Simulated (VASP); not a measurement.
An input for Ansatz (written as the equivalent of a VASP run, and not itself run):

Ansatz 0.2 input:
```yaml
crystal:
  lattice:
    - [-1.5966540, 1.5966540, 3.9045900]
    - [1.5966540, -1.5966540, 3.9045900]
    - [1.5966540, 1.5966540, -3.9045900]
  atoms:
    - { symbol: Si, position: [0.6650000, 0.6650000, 0.0000000] }
    - { symbol: Si, position: [0.3350000, 0.3350000, 0.0000000] }
    - { symbol: Mo, position: [0.0000000, 0.0000000, 0.0000000] }
kpoints:
  mp_grid: { grid: [10, 10, 10] }
hamiltonian:
  xc: pbe
  pseudopotentials: { kind: paw }
scf:
  occupations: { method: gaussian, width: 0.1 }
  max_iter: 100
output: { forces: true, stress: true, eigenvalues: true }
```

**Question.** Translate this input to VASP (INCAR, KPOINTS, POSCAR, choice of POTCAR).

**Answer.** Several could match; the one computed here: 
**INCAR**
```
LWAVE = .FALSE.
ALGO = Normal
SIGMA = 0.1   ! width (eV)
ENCUT = 300   ! plane-wave cut-off (eV)
LREAL = .FALSE.
ISIF = 2   ! forces and stress, cell fixed
LCHARG = .FALSE.
EDIFF = 1E-6   ! SCF stop (eV)
SYSTEM = MoSi2
PREC = Accurate
NELM = 100   ! most electronic steps
LASPH = .TRUE.   ! aspherical one-centre terms
ISMEAR = 0   ! Gaussian
LMAXMIX = 4   ! l cut-off of mixed one-centre charges
GGA = PE   ! PBE
```

### POSCAR
```
MoSi2
1
   -1.5966540000     1.5966540000     3.9045900000
    1.5966540000    -1.5966540000     3.9045900000
    1.5966540000     1.5966540000    -3.9045900000
Si Mo
2 1
Direct
  0.6650000000   0.6650000000   0.0000000000
  0.3350000000   0.3350000000   0.0000000000
  0.0000000000   0.0000000000   0.0000000000
```

### KPOINTS
```
Automatic mesh
0
Gamma
10 10 10
0 0 0
```

POTCAR, in this order: Si Mo_sv (PBE.64 set). Program: vasp_std.

Limits of the translation: each code has its own PAW files, so the cut-off isn't converted (ENCUT is set for VASP's; basis.ecutwfc is left out, and Ansatz then takes the one that its files recommend); Ansatz stops its SCF on the density residual and VASP on the energy change (EDIFF).

The structure is a typed MoSi2 crystal. The cell was not relaxed at this level.
